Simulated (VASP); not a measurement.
Method: PBE GGA, VASP's PBE PAW potentials (set 64) (plane waves; VASP).

VASP ran on this input.

**KPOINTS**
```
kpoints
0
Gamma
 20 20 20
0 0 0
```

File POSCAR:
```
W
1
   -1.5935900596     1.5935900596     1.5935900596
    1.5935900596    -1.5935900596     1.5935900596
    1.5935900596     1.5935900596    -1.5935900596
W
1
Direct
  0.0000000000   0.0000000000   0.0000000000
```

**INCAR**
```
# general
SYSTEM   =  W
PREC     =  Normal
ENCUT    =  400   # plane-wave cut-off (eV)
LREAL    =  F
LASPH    =  T   # aspherical one-centre terms

# electronic loop
EDIFF    =  1E-5   # SCF stop (eV)
NELM     =  100
NELMIN   =  4
ALGO     =  Fast
LMAXMIX  =  6

# smearing
ISMEAR   =  1   # Methfessel-Paxton
SIGMA    =  0.1   # width (eV)

# functional
GGA      =  PE

# ions
IBRION   =  2   # conjugate gradients
NSW      =  20
ISIF     =  2   # forces and stress, cell fixed
EDIFFG   =  -0.03

# output
LWAVE    =  F
LCHARG   =  F
```

POTCAR, in this order: W_sv (PBE.64 set). Program: vasp_std.

The run wrote:

**OSZICAR**
```
       N       E                     dE             d eps       ncg     rms          rms(c)
DAV:   1     0.646343569832E+02    0.64634E+02   -0.67993E+03  5691   0.122E+03
DAV:   2    -0.122688363780E+02   -0.76903E+02   -0.74074E+02  6052   0.294E+02
DAV:   3    -0.135873339123E+02   -0.13185E+01   -0.13058E+01  6475   0.391E+01
DAV:   4    -0.135942304958E+02   -0.68966E-02   -0.68958E-02  6067   0.305E+00
DAV:   5    -0.135942859520E+02   -0.55456E-04   -0.55456E-04  6298   0.276E-01    0.201E+01
RMM:   6    -0.130903980493E+02    0.50389E+00   -0.56855E-01  5636   0.798E+00    0.820E+00
RMM:   7    -0.129610825222E+02    0.12932E+00   -0.44398E-01  5644   0.679E+00    0.895E-01
RMM:   8    -0.129585986165E+02    0.24839E-02   -0.16378E-02  5780   0.144E+00    0.191E-01
RMM:   9    -0.129585998032E+02   -0.11867E-05   -0.27739E-03  5658   0.630E-01    0.460E-02
RMM:  10    -0.129586298762E+02   -0.30073E-04   -0.29574E-04  5850   0.237E-01    0.244E-02
RMM:  11    -0.129586280385E+02    0.18377E-05   -0.90514E-05  5055   0.132E-01
   1 F= -.12958628E+02 E0= -.12958620E+02  d E =-.129586E+02
```

**OUTCAR**
```
------------------------ aborting loop because EDIFF is reached ----------------------------------------
  FORCE on cell =-STRESS in cart. coord.  units (eV):
  Direction    XX          YY          ZZ          XY          YZ          ZX
  --------------------------------------------------------------------------------------
  Total       -0.0435150     -0.0435150     -0.0435150     -0.0000000      0.0000000      0.0000000
  in kB       -4.3068534     -4.3068534     -4.3068534     -0.0000000      0.0000000      0.0000000
  external PRESSURE =      -4.3068534 kB  Pullay stress =       0.0000000 kB
  volume of cell :       16.19
      direct lattice vectors                 reciprocal lattice vectors
    -1.593590060  1.593590060  1.593590060     0.000000000  0.313756977  0.313756977
     1.593590060 -1.593590060  1.593590060     0.313756977  0.000000000  0.313756977
     1.593590060  1.593590060 -1.593590060     0.313756977  0.313756977  0.000000000
 POSITION                                       TOTAL-FORCE (eV/Angst)
 -----------------------------------------------------------------------------------
      0.00000      0.00000      0.00000         0.000000      0.000000      0.000000
 -----------------------------------------------------------------------------------
    total drift:                               -0.000000     -0.000000      0.000000
  FREE ENERGIE OF THE ION-ELECTRON SYSTEM (eV)
  ---------------------------------------------------
  free  energy   TOTEN  =       -12.9586280385 eV

  energy  without entropy=      -12.9586046952  energy(sigma->0) =      -12.95862026

 reached required accuracy - stopping structural energy minimisation
```
(Selected blocks of OUTCAR.)

The compound is W in the bcc structure. It was relaxed first.
